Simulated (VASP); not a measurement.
# NbAs2 under strain, part 3 of 4

Aim: follow the pressure of NbAs2 through compression, expansion and shear. All runs use LDA. Left out of this account: at least 1 further run (self-consistent run: a reference on another mesh). The start is a cell from a database of measured crystal structures.

VASP 6.6.1; LDA; plane waves and PAW (Nb_sv, As).

Still holding for the runs below: Spin-orbit coupling is off here; it would split degenerate levels.

So far, pressure (GPa): step 2 (bands, cell as listed) -4.92; step 3 (cell volume +4.0 %) -9.75; step 4 (cell volume +8.0 %) -13.6.

The database entry behind the starting cell differs from later determinations by our own check (b about 0.4 % long), so it need not match the best structure at ambient conditions.

### Step 5. Bands, sheared, principal strains -2.8, -0.2, +3.1 %

The first cell is sheared at its own volume, which lowers its symmetry.

Input file INCAR:

```
SYSTEM = NbAs2
PREC = Accurate
ENCUT = 400
EDIFF = 1E-06
NELM = 100
ISMEAR = -1
SIGMA = 0.05
LREAL = .FALSE.
ALGO = Normal
GGA = CA
NBANDS = 39
LASPH = .TRUE.
LORBIT = 11
LWAVE = .FALSE.
LCHARG = .FALSE.
KPAR = 4
```

Input file POSCAR:

```
NbAs2
1.0
    0.0288140000     -3.3077320000      0.0222190000
   -4.7317740000      1.6936080000     -0.0810910000
   -0.9750480000      1.7055510000     -6.9513630000
Nb As
2 4
Direct
    0.8426000000      0.8817000000      0.8035000000
    0.1574000000      0.1183000000      0.1965000000
    0.5941000000      0.2966000000      0.8916000000
    0.4059000000      0.7034000000      0.1084000000
    0.1400000000      0.7520000000      0.5280000000
    0.8600000000      0.2480000000      0.4720000000
```

Input file KPOINTS:

```
Automatic mesh
0
Gamma
10 10 10
0 0 0
```

Input file KPOINTS_OPT:

```
Line mode
16
Line-mode
Reciprocal
  0.00000000   0.50000000   0.00000000 X
  0.00000000   0.00000000   0.00000000 GAMMA

  0.00000000   0.00000000   0.00000000 GAMMA
  0.00000000   0.00000000   0.50000000 Y

  0.00000000   0.50000000   0.50000000 L
  0.00000000   0.00000000   0.00000000 GAMMA

  0.00000000   0.00000000   0.00000000 GAMMA
  0.50000000  -0.50000000  -0.50000000 Z

  0.50000000   0.00000000  -0.50000000 N
  0.00000000   0.00000000   0.00000000 GAMMA

  0.00000000   0.00000000   0.00000000 GAMMA
  0.50000000  -0.50000000   0.00000000 M

  0.50000000   0.00000000   0.00000000 R
  0.00000000   0.00000000   0.00000000 GAMMA
```

PAW data sets: Nb_sv and As (LDA family, release 64).

Launch:

```console
> mpirun -np 4 vasp_std
```

Log:

```text
[... set-up lines as in an earlier step ...]
 entering main loop
       N       E                     dE             d eps       ncg     rms          rms(c)
DAV:   1     0.331265171542E+03    0.33127E+03   -0.19113E+04 39696   0.918E+02
DAV:   2    -0.203361626308E+02   -0.35160E+03   -0.33393E+03 53140   0.347E+02
DAV:   3    -0.470976682975E+02   -0.26762E+02   -0.26223E+02 63664   0.741E+01
DAV:   4    -0.494288461088E+02   -0.23312E+01   -0.23079E+01 65136   0.176E+01
DAV:   5    -0.494727728353E+02   -0.43927E-01   -0.43917E-01 58214   0.254E+00    0.116E+01
DAV:   6    -0.478983391472E+02    0.15744E+01   -0.45284E+00 61784   0.143E+01    0.423E+00
DAV:   7    -0.476229565631E+02    0.27538E+00   -0.79545E-01 59980   0.584E+00    0.296E+00
DAV:   8    -0.475640268886E+02    0.58930E-01   -0.13723E-01 55397   0.222E+00    0.616E-01
DAV:   9    -0.475623422815E+02    0.16846E-02   -0.17981E-02 54060   0.609E-01    0.284E-01
DAV:  10    -0.475619734350E+02    0.36885E-03   -0.22867E-03 60015   0.298E-01    0.871E-02
DAV:  11    -0.475619807289E+02   -0.72939E-05   -0.25704E-04 55593   0.897E-02    0.284E-02
DAV:  12    -0.475619774536E+02    0.32753E-05   -0.21748E-05 49392   0.235E-02    0.870E-03
DAV:  13    -0.475619775030E+02   -0.49400E-07   -0.25813E-06 39934   0.975E-03
   1 F= -.47561978E+02 E0= -.47558461E+02  d E =-.703365E-02
 Start KPOINTS_OPT (optional k-point list driver)
k-point batch [1-112\112]
       N       E                     dE             ncg
DAV:   1     0.375083113399E+05   -0.58776E+05     8952
DAV:   2    -0.245122907924E+04   -0.39960E+05    11762
DAV:   3    -0.556777972359E+04   -0.31166E+04    13912
DAV:   4    -0.585433140034E+04   -0.28655E+03    14341
DAV:   5    -0.586022449558E+04   -0.58931E+01    12495
DAV:   6    -0.586032270170E+04   -0.98206E-01    12937
DAV:   7    -0.586032529330E+04   -0.25916E-02    12424
DAV:   8    -0.586032540778E+04   -0.11448E-03    12063
DAV:   9    -0.586032540945E+04   -0.16746E-05     7412
DAV:  10    -0.586032541000E+04   -0.54934E-06     6907
```

The job ended after 4.4 min (4 MPI ranks of Intel Xeon Platinum 8488C (Sapphire Rapids), shared host; peak memory 6.7 GiB).

From OUTCAR (step 5):

```text
   k-points           NKPTS =    504   k-points in BZ     NKDIM =    504   number of bands    NBANDS=     39

   ENCUT  =  400.0 eV  29.40 Ry    5.42 a.u.   5.39  8.20 11.78*2*pi/ulx,y,z

   NELECT =      46.0000    total number of electrons

 E-fermi :   8.3283

 k-point     1 :       0.0000    0.0000    0.0000
  band No.  band energies     occupation
    ...
     19       6.6590      2.00000
     20       6.8578      2.00000
     21       6.9172      2.00000
     22       7.6655      2.00000
     23       7.9013      1.99961
     24       9.1711      0.00000
     25       9.6192      0.00000
     26      10.4713      0.00000
     27      10.7327      0.00000
     28      11.0242      0.00000
    ...

  Total       -4.1792195     -1.1116124     -5.5179766      1.2272466      1.2539577     -1.5856848
  in kB      -61.9645098    -16.4816708    -81.8140126     18.1961578     18.5921974    -23.5106541
  external PRESSURE =     -53.4200644 kB  Pullay stress =       0.0000000 kB

 POSITION                                       TOTAL-FORCE (eV/Angst)
 -----------------------------------------------------------------------------------
     -4.93118      0.07657     -5.63820        -0.050439      0.031405     -0.012606
     -0.74683      0.01486     -1.37204         0.050439     -0.031405      0.012606
     -2.25568      0.05787     -6.20869         0.034575     -0.025107     -0.166161
     -3.42233      0.03356     -0.80155        -0.034575      0.025107      0.166161
     -4.06909      1.71104     -3.72819        -0.231716      0.096075     -0.179876
     -1.60892     -1.61961     -3.28205         0.231716     -0.096075      0.179876
 -----------------------------------------------------------------------------------
    total drift:                                0.000000     -0.000000      0.000000

  FREE ENERGIE OF THE ION-ELECTRON SYSTEM (eV)
  ---------------------------------------------------
  free  energy   TOTEN  =       -47.5619775030 eV

  energy  without entropy=      -47.5549438553  energy(sigma->0) =      -47.55846068

[... 1 part as in an earlier step ...]

[... 14 further parts left out ...]
```

The path and its labels are those of the sheared lattice, so a letter need not mean the same point as in the unstrained cell.

This step gave:

| Quantity | Value |
| --- | --- |
| irreducible k-points | 504 |
| symmetry operations | 2 |
| free energy (TOTEN) | -47.56 eV |
| energy at zero smearing | -47.56 eV |
| Fermi energy | 8.328 eV |
| pressure | -5.342 GPa |

The electronic bands at the labelled points (eV, zero at the Fermi level; # counts the bands kept in this run, so #1 is VASP's band 12):

```
          point     #9    #10    #11    #12   #13   #14   #15   #16
              X  -1.27  -1.04  -1.01   0.25  0.61  0.93  0.95  2.20
0.47 of the way  -1.44  -1.38  -0.84  -0.40  0.86  1.17  1.43  2.43
              Γ  -1.47  -1.41  -0.66  -0.43  0.84  1.29  2.14  2.40
0.53 of the way  -1.35  -1.25  -0.87  -0.57  0.91  1.61  1.84  2.29
              Y  -1.53  -1.43  -0.90   0.01  0.26  2.04  2.10  2.13
      jump to L  -1.07  -0.48  -0.47  -0.02  0.60  0.79  1.60  2.05
0.53 of the way  -1.58  -1.05  -0.81  -0.74  1.00  1.31  1.62  1.91
              Γ  -1.47  -1.41  -0.66  -0.43  0.84  1.29  2.14  2.40
0.53 of the way  -2.24  -1.82  -1.65  -0.92  0.89  1.18  1.62  2.21
              Z  -2.37  -2.04  -1.55  -1.23  1.20  1.60  2.00  2.40
      jump to N  -1.92  -1.81  -1.72  -0.74  0.24  1.17  1.78  2.59
0.47 of the way  -2.23  -1.86  -1.51  -1.08  0.64  0.96  1.73  2.13
              Γ  -1.47  -1.41  -0.66  -0.43  0.84  1.29  2.14  2.40
0.47 of the way  -2.12  -1.75  -1.40  -1.04  0.72  0.90  1.74  2.16
              M  -1.92  -1.87  -1.51  -0.90  0.29  1.08  1.75  2.45
      jump to R  -2.46  -2.03  -1.49  -1.10  1.24  1.70  2.09  2.46
0.47 of the way  -2.23  -1.90  -1.65  -0.90  0.81  1.19  1.73  2.17
              Γ  -1.47  -1.41  -0.66  -0.43  0.84  1.29  2.14  2.40
```

Of the projections kept (Nb, As), the largest for each band there, as a share of the weight inside these atoms' spheres; weight between the spheres isn't counted:

```
point       #9      #10      #11      #12      #13      #14      #15      #16
    X  As 0.55  Nb 0.52  Nb 0.59  Nb 0.75  Nb 0.87  As 0.54  As 0.66  Nb 0.52
    Γ  Nb 0.63  Nb 0.66  Nb 0.55  As 0.61  Nb 0.93  Nb 0.74  As 0.84  As 0.67
    Y  Nb 0.75  Nb 0.57  As 0.64  Nb 0.59  Nb 0.68  Nb 0.73  Nb 0.67  Nb 0.60
    L  Nb 0.68  As 0.91  Nb 0.65  Nb 0.73  Nb 0.82  Nb 0.95  As 0.97  Nb 0.67
    Γ  Nb 0.63  Nb 0.66  Nb 0.55  As 0.61  Nb 0.93  Nb 0.74  As 0.84  As 0.67
    Z  Nb 0.50  Nb 0.58  Nb 0.67  As 0.51  Nb 0.69  As 0.71  Nb 0.71  Nb 0.62
```

Force by atom:

```
atom  x (eV/Å)  y (eV/Å)  z (eV/Å)   size
 Nb1    -0.050     0.031    -0.013  0.061
 Nb2     0.050    -0.031     0.013  0.061
 As3     0.035    -0.025    -0.166  0.172
 As4    -0.035     0.025     0.166  0.172
 As5    -0.232     0.096    -0.180  0.309
 As6     0.232    -0.096     0.180  0.309
```

 The pressure is -5.34 GPa, and the symmetry operations fall from 4 to 2.

### Step 6. Bands, volume times 0.96

The cell is compressed evenly, with fractional positions held.

INCAR is that of step 5.

Edit POSCAR of step 5 so:

```diff
@@ -2,5 +2,5 @@
 1.0
-    0.0288140000     -3.3077320000      0.0222190000
-   -4.7317740000      1.6936080000     -0.0810910000
-   -0.9750480000      1.7055510000     -6.9513630000
+    0.0000000000     -3.3501024818      0.0000000000
+   -4.6206949425      1.6750512409      0.0000000000
+   -0.8415407096      1.6750512409     -6.7014476188
 Nb As
```

KPOINTS is that of step 5.

KPOINTS_OPT is that of step 5.

Launch:

```console
> mpirun -np 4 vasp_std
```

Log:

```text
[... set-up lines as in an earlier step ...]
 entering main loop
       N       E                     dE             d eps       ncg     rms          rms(c)
DAV:   1     0.336806326720E+03    0.33681E+03   -0.19095E+04 22132   0.922E+02
DAV:   2    -0.201252016086E+02   -0.35693E+03   -0.33863E+03 29640   0.351E+02
DAV:   3    -0.470733437061E+02   -0.26948E+02   -0.26418E+02 35984   0.749E+01
DAV:   4    -0.493937641404E+02   -0.23204E+01   -0.22984E+01 36223   0.174E+01
DAV:   5    -0.494403966566E+02   -0.46633E-01   -0.46621E-01 32918   0.265E+00    0.123E+01
DAV:   6    -0.479680273723E+02    0.14724E+01   -0.38225E+00 34544   0.135E+01    0.447E+00
DAV:   7    -0.477566907650E+02    0.21134E+00   -0.64967E-01 33338   0.512E+00    0.307E+00
DAV:   8    -0.477046658143E+02    0.52025E-01   -0.11729E-01 31473   0.212E+00    0.573E-01
DAV:   9    -0.477035738860E+02    0.10919E-02   -0.15564E-02 29602   0.574E-01    0.279E-01
DAV:  10    -0.477033091268E+02    0.26476E-03   -0.21126E-03 34931   0.285E-01    0.863E-02
DAV:  11    -0.477033116977E+02   -0.25709E-05   -0.19815E-04 30531   0.801E-02    0.243E-02
DAV:  12    -0.477033093197E+02    0.23780E-05   -0.19128E-05 28191   0.236E-02    0.700E-03
DAV:  13    -0.477033091704E+02    0.14939E-06   -0.21386E-06 21905   0.897E-03
   1 F= -.47703309E+02 E0= -.47700732E+02  d E =-.515360E-02
 Start KPOINTS_OPT (optional k-point list driver)
k-point batch [1-112\112]
       N       E                     dE             ncg
DAV:   1     0.194030093816E+05   -0.56257E+05     8872
DAV:   2    -0.211286661426E+05   -0.40532E+05    11651
DAV:   3    -0.243002237328E+05   -0.31716E+04    14304
DAV:   4    -0.245655943698E+05   -0.26537E+03    14229
DAV:   5    -0.245719288536E+05   -0.63345E+01    12696
DAV:   6    -0.245720331930E+05   -0.10434E+00    12847
DAV:   7    -0.245720358064E+05   -0.26134E-02    12330
DAV:   8    -0.245720359214E+05   -0.11506E-03    12394
DAV:   9    -0.245720359230E+05   -0.15717E-05     7161
DAV:  10    -0.245720359235E+05   -0.52989E-06     6884
```

Wall time 2.4 min (4 MPI ranks); peak memory 3.9 GiB; 7.8 min of CPU time.

From OUTCAR (step 6):

```text
   ENCUT  =  400.0 eV  29.40 Ry    5.42 a.u.   5.46  8.02 11.35*2*pi/ulx,y,z

   NELECT =      46.0000    total number of electrons

 E-fermi :   8.7116

 k-point     1 :       0.0000    0.0000    0.0000
  band No.  band energies     occupation
    ...
     19       6.8575      2.00000
     20       6.8683      2.00000
     21       7.5590      2.00000
     22       7.8165      2.00000
     23       8.5618      1.90462
     24       9.5033      0.00000
     25       9.9861      0.00000
     26      10.7323      0.00000
     27      11.6433      0.00000
     28      11.8625      0.00000
    ...

  Total        1.2500955      0.0994823      0.8416677      0.0000000      0.0000000     -0.0490325
  in kB       19.3072202      1.5364641     12.9992186      0.0000000      0.0000000     -0.7572874
  external PRESSURE =      11.2809676 kB  Pullay stress =       0.0000000 kB

 POSITION                                       TOTAL-FORCE (eV/Angst)
 -----------------------------------------------------------------------------------
     -4.75024      0.00000     -5.38461         0.037254      0.000000     -0.107538
     -0.71199     -0.00000     -1.31683        -0.037254     -0.000000      0.107538
     -2.12082      0.00000     -5.97501        -0.074397      0.000000      0.023492
     -3.34142     -0.00000     -0.72644         0.074397     -0.000000     -0.023492
     -3.91910      1.67505     -3.53836        -0.136630     -0.000000     -0.061150
     -1.54314     -1.67505     -3.16308         0.136630      0.000000      0.061150
 -----------------------------------------------------------------------------------
    total drift:                                0.000000     -0.000000      0.000000

  FREE ENERGIE OF THE ION-ELECTRON SYSTEM (eV)
  ---------------------------------------------------
  free  energy   TOTEN  =       -47.7033091704 eV

  energy  without entropy=      -47.6981555721  energy(sigma->0) =      -47.70073237

[... 3 parts as in an earlier step ...]

[... 13 further parts left out ...]
```

Numbers from this step:

* irreducible k-points: 282
* symmetry operations: 4
* free energy (TOTEN): -47.70 eV
* energy at zero smearing: -47.70 eV
* Fermi energy: 8.712 eV
* pressure: 1.128 GPa

Electronic bands along the path, in eV, zero at the Fermi level; # counts the bands kept in this run, so #1 is VASP's band 12:

```
          point     #9    #10    #11    #12   #13   #14   #15   #16
              X  -0.97  -0.77  -0.73   0.09  0.53  1.29  1.41  2.08
0.47 of the way  -1.63  -1.05  -0.63  -0.57  0.83  1.45  1.89  2.35
              Γ  -1.84  -1.15  -0.90  -0.15  0.79  1.27  2.02  2.93
0.53 of the way  -1.68  -0.88  -0.85  -0.66  0.85  1.64  1.73  2.83
              Y  -1.82  -1.34  -0.58  -0.23  0.06  2.17  2.30  2.31
      jump to L  -0.96  -0.84  -0.23  -0.12  0.54  0.75  1.98  2.38
0.53 of the way  -1.39  -1.30  -1.05  -0.54  1.00  1.59  1.83  1.84
              Γ  -1.84  -1.15  -0.90  -0.15  0.79  1.27  2.02  2.93
0.53 of the way  -2.16  -1.73  -1.63  -0.78  0.97  1.39  2.09  2.47
              Z  -2.26  -1.95  -1.50  -1.06  1.54  2.10  2.35  2.66
      jump to N  -1.86  -1.83  -1.38  -0.74  0.52  1.33  2.03  2.66
0.47 of the way  -2.24  -1.79  -1.41  -1.01  0.84  1.17  2.10  2.40
              Γ  -1.84  -1.15  -0.90  -0.15  0.79  1.27  2.02  2.93
0.53 of the way  -2.24  -1.79  -1.41  -1.01  0.84  1.17  2.10  2.40
              M  -1.86  -1.83  -1.38  -0.74  0.52  1.33  2.03  2.66
      jump to R  -2.26  -1.95  -1.50  -1.06  1.54  2.10  2.35  2.66
0.47 of the way  -2.16  -1.73  -1.63  -0.78  0.97  1.39  2.09  2.47
              Γ  -1.84  -1.15  -0.90  -0.15  0.79  1.27  2.02  2.93
```

Of the projections kept (Nb, As), the largest for each band there, as a share of the weight inside these atoms' spheres; weight between the spheres isn't counted:

```
point       #9      #10      #11      #12      #13      #14      #15      #16
    X  Nb 0.67  As 0.71  Nb 0.53  Nb 0.72  Nb 0.84  As 0.57  As 0.66  Nb 0.56
    Γ  Nb 0.56  Nb 0.60  Nb 0.52  As 0.59  Nb 0.91  Nb 0.70  As 0.84  Nb 0.55
    Y  Nb 0.54  Nb 0.65  As 0.66  Nb 0.55  Nb 0.62  Nb 0.63  Nb 0.69  Nb 0.71
    L  Nb 0.69  As 0.90  Nb 0.70  Nb 0.66  Nb 0.78  Nb 0.94  As 0.95  As 0.59
    Γ  Nb 0.56  Nb 0.60  Nb 0.52  As 0.59  Nb 0.91  Nb 0.70  As 0.84  Nb 0.55
    Z  Nb 0.59  Nb 0.58  Nb 0.63  As 0.51  Nb 0.72  As 0.72  Nb 0.71  Nb 0.75
```

Force by atom:

```
atom  x (eV/Å)  y (eV/Å)  z (eV/Å)   size
 Nb1     0.037     0.000    -0.108  0.114
 Nb2    -0.037     0.000     0.108  0.114
 As3    -0.074     0.000     0.023  0.078
 As4     0.074     0.000    -0.023  0.078
 As5    -0.137     0.000    -0.061  0.150
 As6     0.137     0.000     0.061  0.150
```

 The pressure is 1.13 GPa.

Between step 2 and this run (cell volume -4.0 %) the value for the pressure moves from -4.92 GPa to 1.13 GPa.

(Continued in part 4 of 4.)

[Lines on the potential files, build, host, timing and source positions are cut from VASP's logs without a mark.]

[Logs are printed without paths, hosts, clocks, repeated set-up lines and the standing remarks that a program may print on its own settings, such as how far it seeks lower states.]

[Hosts, paths, dates, database ids (printed as entryN), source tags and the programs' standing remarks are cut or masked in the printed files.]

[A measured line is paired with the nearest computed mode of its activity, which favours agreement.]

[In band tables of VASP the shares of atoms and orbitals are scaled to a sum of 1 inside the atoms' spheres.]
